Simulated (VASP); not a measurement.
Given:

```xyz
1
Lattice="-1.6250 1.6250 2.4750 1.6250 -1.6250 2.4750 1.6250 1.6250 -2.4750" Properties=species:S:1:pos:R:3 pbc="T T T"
In     0.0000     0.0000     0.0000
```

Computed with PBE GGA, VASP's PBE PAW potentials (set 64) (plane waves; VASP). Run with 700 eV cut-off, 14×14×14 Γ-centred mesh, first-order Methfessel-Paxton smearing of 0.10 eV, potentials In_d.

Question: Give the stress tensor in GPa (positive for a compressed cell).

Answer: 
```
1.80  0.00  0.00
0.00  1.80  0.00
0.00  0.00  2.28
```
The pressure is its mean diagonal, 1.96 GPa.

The compound is In in the bct structure. The cell was not relaxed at this level. The run is one of a series of settings (ENCUT = 700 against the base run), some of them coarse on purpose.
